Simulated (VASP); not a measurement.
Given:

```
CELL_PARAMETERS angstrom
     -1.60700     1.60700     3.93310
      1.60700    -1.60700     3.93310
      1.60700     1.60700    -3.93310
ATOMIC_POSITIONS crystal
  Si 0.66473 0.66473 0.00000
  Si 0.33527 0.33527 0.00000
  Mo 0.00000 0.00000 0.00000
```

All values below come from rev-vdW-DF2, VASP's PBE PAW potentials (set 64) (plane waves; VASP 6.6.1). Settings: 520 eV cut-off, Gaussian smearing of 0.050 eV, potentials Si Mo_sv.

Task: Give the energies of bands 6 to 14 at the high-symmetry points, in eV from the Fermi level.

Result: 
```csv
band,Γ,X,P,N,M,S,R
6,-6.29,-6.55,-6.14,-9.43,-10.02,-8.90,-7.70
7,-3.40,-5.53,-6.13,-4.88,-3.43,-6.72,-5.42
8,-2.97,-5.20,-6.13,-4.41,-2.12,-2.72,-4.38
9,-2.58,-4.37,-2.69,-2.55,-0.56,-2.46,-3.78
10,-2.58,-2.99,-2.02,-2.51,-0.56,-2.22,-2.86
11,0.36,-1.17,-2.02,-0.48,-0.47,-0.38,-1.75
12,3.09,2.27,0.28,2.22,-0.47,1.54,1.76
13,3.38,2.68,2.27,3.08,0.49,3.06,2.03
14,3.48,3.12,4.05,3.98,4.69,3.65,2.56
```

It has no gap at this level: it comes out as a metal or semimetal.

The compound is MoSi2 in the MoSi2 type structure. It was relaxed first.
